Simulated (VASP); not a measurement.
Input for VASP

### KPOINTS
```
Automatic
0
G
 7 7 2
```

### INCAR
```
# general
SYSTEM  = TeW2Se3
PREC    = Accurate
ENCUT   = 400
LREAL   = F
LASPH   = T

# electronic loop
EDIFF   = 1E-6
NELM    = 100
ALGO    = Normal
LMAXMIX = 6

# smearing
ISMEAR  = 0
SIGMA   = 0.05

# ions
IBRION  = 2
NSW     = 60
ISIF    = 3
EDIFFG  = -0.02

# output
LWAVE   = F
LCHARG  = F
```

**POSCAR**
```
TeW2Se3
1
    3.3093375664    -0.0000000000    -0.0000000000
   -1.6546687832     2.8659703963    -0.0000000000
   -0.0000000000     0.0000000000    13.0659880960
Te W Se
1 2 3
Direct
  0.3333330000   0.6666670000   0.3839428076
  0.0000000000   0.0000000000   0.2392259371
  0.3333330000   0.6666670000   0.7542384803
  0.0000000000   0.0000000000   0.6280203233
  0.0000000000   0.0000000000   0.8806426553
  0.3333330000   0.6666670000   0.1139197964
```

POTCAR, in this order: Te W_sv Se (LDA.64 set). Program: vasp_std.

Translate this LDA calculation to Quantum ESPRESSO's pw.x.

One equivalent input (not run):
```
&CONTROL
  calculation = 'vc-relax'
  pseudo_dir = './pseudo'
  outdir = './out'
  tprnfor = .true.
  tstress = .true.
  nstep = 60
  forc_conv_thr = 0.00078
/
&SYSTEM
  ibrav = 0
  nat = 6
  ntyp = 3
  ecutwfc = 86
  occupations = 'smearing'
  smearing = 'gaussian'
  degauss = 0.003675
  input_dft = 'pz'
/
&ELECTRONS
  conv_thr = 7.3e-08
  electron_maxstep = 100
/
&IONS
/
&CELL
/
ATOMIC_SPECIES
  Te 127.600 Te.upf
  W 183.840 W.upf
  Se 78.971 Se.upf
CELL_PARAMETERS angstrom
     3.3093376   -0.0000000   -0.0000000
    -1.6546688    2.8659704   -0.0000000
    -0.0000000    0.0000000   13.0659881
ATOMIC_POSITIONS crystal
  Te   0.3333330  0.6666670  0.3839428
  W    0.0000000  0.0000000  0.2392259
  W    0.3333330  0.6666670  0.7542385
  Se   0.0000000  0.0000000  0.6280203
  Se   0.0000000  0.0000000  0.8806427
  Se   0.3333330  0.6666670  0.1139198
K_POINTS automatic
  7 7 2 0 0 0
```
Limits of the translation: the potentials are each code's own (VASP's PAW set, PseudoDojo norm-conserving files in pw.x), so ENCUT and ecutwfc are chosen apart and not converted; conv_thr bounds pw.x's estimated SCF error, while EDIFF bounds the energy change between steps; forc_conv_thr acts on force components and is met together with etot_conv_thr.

The structure comes from a computed database's TeW2Se3 entry (P3m1); how it stands against other phases isn't given here. It was relaxed first, which changed the volume by -15 %. The start is the result of an earlier pass.
